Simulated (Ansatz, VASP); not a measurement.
# Two plane-wave programs on LaW6

INCAR

```
SYSTEM = LaW6
  PREC = Accurate
  ENCUT = 600
  EDIFF = 1E-6
  ISMEAR = 0
  SIGMA = 0.1
  LREAL = .FALSE.
  LASPH = .TRUE.
  NELM = 100
  ALGO = Normal
  ISIF = 3
  LWAVE = .FALSE.
  LCHARG = .FALSE.
  GGA = PE
  IBRION = 2
  NSW = 100
  EDIFFG = -0.01
```

Contents of KPOINTS:

```
Automatic mesh
0
G
  6 6 6
  0 0 0
```

POSCAR

```
LaW6
1.0
    6.0779334652      0.0000000000      0.0000000000
    0.0000000000      6.0779334652      0.0000000000
    0.0000000000      0.0000000000      6.0779334652
La W
1 6
Direct
    0.0000000000      0.0000000000      0.0000000000
    0.5000000000      0.5000000000      0.1985682421
    0.5000000000      0.5000000000      0.8014317579
    0.1985682421      0.5000000000      0.5000000000
    0.8014317579      0.5000000000      0.5000000000
    0.5000000000      0.1985682421      0.5000000000
    0.5000000000      0.8014317579      0.5000000000
```

Input for Ansatz:

```yaml
crystal:
  lattice:
    - [6.0779334652, 0.0, 0.0]
    - [0.0, 6.0779334652, 0.0]
    - [0.0, 0.0, 6.0779334652]
  atoms:
    - { symbol: La, position: [0.0, 0.0, 0.0] }
    - { symbol: W, position: [0.5, 0.5, 0.1985682421] }
    - { symbol: W, position: [0.5, 0.5, 0.8014317579] }
    - { symbol: W, position: [0.1985682421, 0.5, 0.5] }
    - { symbol: W, position: [0.8014317579, 0.5, 0.5] }
    - { symbol: W, position: [0.5, 0.1985682421, 0.5] }
    - { symbol: W, position: [0.5, 0.8014317579, 0.5] }
basis:
  ecutwfc: 420
kpoints:
  mp_grid: { grid: [6, 6, 6] }
hamiltonian:
  xc: pbe
scf:
  occupations: { method: gaussian, width: 0.1 }
output:
  forces: true
  stress: true
  eigenvalues: true
  write_density: true
  write_potential: true
  elf: true
  volumetric_format: npy
relax:
  adjacent_minimum: "off"
  f_tol: 0.01
  max_steps: 80
  cell: { stress_tol: 0.05 }
```

Change from the starting cell: species swapped into the SrB6 type (Pm-3m, No. 221).

Alike in both runs: task relaxation of cell and atoms; functional PBE; k mesh 6 × 6 × 6; occupations gaussian, width 0.1 eV; no spin polarisation.

|  | VASP | Ansatz |
| --- | --- | --- |
| version | VASP 6.6.1 | Ansatz 0.2.0 |
| potentials or method | VASP PAW PBE potentials, release 64 (La, W_sv) | scalar-relativistic, plane waves, PAW |
| plane-wave cutoff (eV) | 600 | 420 |
| valence electrons in the cell | 95 | 95 |

```tsv
	VASP	Ansatz	Ansatz less VASP
gap on the k mesh at the Fermi level, each at its own relaxed structure (eV)	none	none	-
relaxed volume (Å³/atom)	32.11	31.92	-0.194
relaxed cell length with the largest relative difference (Å)	6.080	6.068	-0.0122
```

A gap of «none» marks a metal or a gap that the smearing closes.

Spin-orbit coupling is left out, which matters for the levels of La, W.
